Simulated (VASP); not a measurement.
Consider the following.

```yaml
crystal:
  lattice:
    - [0.00000, 2.91477, 2.91477]
    - [2.91477, 0.00000, 2.91477]
    - [2.91477, 2.91477, 0.00000]
  atoms:
    - { symbol: Hg, position: [0.00000, 0.00000, 0.00000] }
    - { symbol: S, position: [0.25000, 0.25000, 0.25000] }
```

The numbers are results of LDA (Ceperley-Alder, Perdew-Zunger), VASP's LDA PAW potentials (set 64) (plane waves; VASP), not measurements. Run with 520 eV cut-off, 12×12×12 Γ-centred mesh, tetrahedra with Blöchl corrections, potentials Hg S.

Unless said otherwise, spin-orbit coupling is left out, though it shifts the bands of the heavy elements here.

Q: Predict the energy per atom (σ→0), band gap (on the k-mesh) with the smallest direct gap where there is one.

A: 
* **band gap (on the k-mesh)**: none (metal, semimetal or under 0.01 eV)
* **energy per atom (σ→0)**: -288.4 kJ/mol of atoms

Total energies compare only between runs with the same potentials, cut-off and functional.

The compound is HgS in the zinc blende structure, metacinnabar; cinnabar is the stable form. It was relaxed first.
